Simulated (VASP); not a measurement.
A convergence study with VASP on MgO (rock salt): one setting is varied, all else stays as given below, so the limit is that of these other settings. Each run relaxes cell and ions; the cell shown is the tightest run's result.

```
MgO
1.0
    0.00000     2.12210     2.12210
    2.12210     0.00000     2.12210
    2.12210     2.12210     0.00000
Mg O
1 1
Direct
  0.00000   0.00000   0.00000
  0.50000   0.50000   0.50000
```

Method: PBE GGA, VASP's PBE PAW potentials (set 64) (plane waves; VASP 6.6.1). The tightest run used: 700 eV cut-off, 15×15×15 Γ-centred mesh, Gaussian smearing of 0.050 eV, potentials Mg O.

The reference is 15×15×15 mesh, which took about 90 core-seconds. Costs are core time on shared hosts, one run each; read them as rough ratios.

**Question.** Of the settings 2×2×2 mesh; 3×3×3 mesh; 4×4×4 mesh; 5×5×5 mesh; 6×6×6 mesh; 7×7×7 mesh; 8×8×8 mesh; 9×9×9 mesh; 10×10×10 mesh; 11×11×11 mesh; 12×12×12 mesh; 13×13×13 mesh; 14×14×14 mesh; 15×15×15 mesh, which is the lowest that keeps the difference from the reference in relaxed volume (Å³/atom) within 0.02 from there on, and what does it cost?

**Answer.** 4×4×4 mesh; its cost over the reference is about 1/6.
| setting | difference in relaxed volume (Å³/atom) | cost over the reference |
|---|---|---|
| 2×2×2 mesh | 0.274 | about 1/7 |
| 3×3×3 mesh | 0.026 | about 1/7 |
| 4×4×4 mesh | 0.001 | about 1/6 |
| 5×5×5 mesh | 0.000 | about 1/4 |
| 6×6×6 mesh | 0.000 | about 1/4 |
| 7×7×7 mesh | 0.000 | about 1/3 |
| 8×8×8 mesh | 0.000 | about 1/3 |
| 9×9×9 mesh | 0.000 | about 1/3 |
| 10×10×10 mesh | 0.000 | about 1/3 |
| 11×11×11 mesh | 0.000 | within a factor of 2 |
| 12×12×12 mesh | 0.000 | about 1/2 |
| 13×13×13 mesh | 0.000 | within a factor of 2 |
| 14×14×14 mesh | 0.000 | within a factor of 2 |
| 15×15×15 mesh | 0.000 | reference |

Left out are rungs that failed or repeat a setting and relaxations that didn't move; long series are thinned to 24 rows.

The compound is MgO in the rock salt structure.
